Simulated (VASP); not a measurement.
Calculation: PBE GGA, VASP's PBE PAW potentials (set 64) (plane waves; VASP).

VASP ran on this input.

**INCAR**
```
SYSTEM = NaF
PREC = Accurate
ENCUT = 280
EDIFF = 1E-6
NELM = 100
ALGO = Normal
LREAL = .FALSE.
LASPH = .TRUE.
ISMEAR = -1
SIGMA = 0.136
GGA = PE
LWAVE = .FALSE.
LCHARG = .FALSE.
ISIF = 3
IBRION = 2
NSW = 50
EDIFFG = -0.01
```

**KPOINTS**
```
Automatic mesh
0
Gamma
4 4 4
0.5 0.5 0.5
```

**POSCAR**
```
NaF
1.0
  0.0000000000   2.2858950000   2.2858950000
  2.2858950000   0.0000000000   2.2858950000
  2.2858950000   2.2858950000   0.0000000000
Na F
1 1
Cart
 -0.0115574851  -0.0107048463  -0.0051364061
  2.2974524851   2.2965998463   2.2910314061
```

POTCAR, in this order: Na_pv F (PBE.64 set). Program: vasp_std.

At this cut-off the stress carries a Pulay error, which pulls relaxed volumes low.  Energy and stress use the plane-wave basis of the starting cell.

### Question
Predict the energy per atom (σ→0), volume per atom.

### Answer

```json
{
  "energy per atom (σ→0)": "-5.017 eV/atom",
  "volume_per_atom": "9.09 Å^3/atom"
}
```

**OSZICAR**
```
...
   9 F= -.10033988E+02 E0= -.10033988E+02  d E =-.997358E-03
       N       E                     dE             d eps       ncg     rms          rms(c)
DAV:   1    -0.100340847357E+02   -0.96459E-04   -0.14399E-02  3224   0.144E+00    0.681E-02
DAV:   2    -0.100340307440E+02    0.53992E-04   -0.34102E-04  3086   0.220E-01    0.234E-02
DAV:   3    -0.100340230675E+02    0.76765E-05   -0.16966E-05  3362   0.844E-02    0.919E-03
DAV:   4    -0.100340209919E+02    0.20756E-05   -0.13350E-06  1678   0.441E-02    0.163E-03
DAV:   5    -0.100340208460E+02    0.14581E-06   -0.36049E-07  1663   0.105E-02
  10 F= -.10034021E+02 E0= -.10034021E+02  d E =-.103022E-02
```

The structure comes from a computed database's NaF entry; how it stands against other phases isn't given here. In the starting cell atoms are displaced from their ideal sites. This run relaxes it. The k-mesh is coarse (spacing up to 0.65 per Å, 2π included), so the numbers may not be converged in it. The run is one of a series of settings (EDIFFG = -0.01, ENCUT = 280, IBRION = 2, ISIF = 3, ISMEAR = -1, NSW = 50, SIGMA = 0.136, KPOINTS 4×4×4 Γ-centred mesh shifted by (0.5, 0.5, 0.5) against the base run), some of them coarse on purpose.
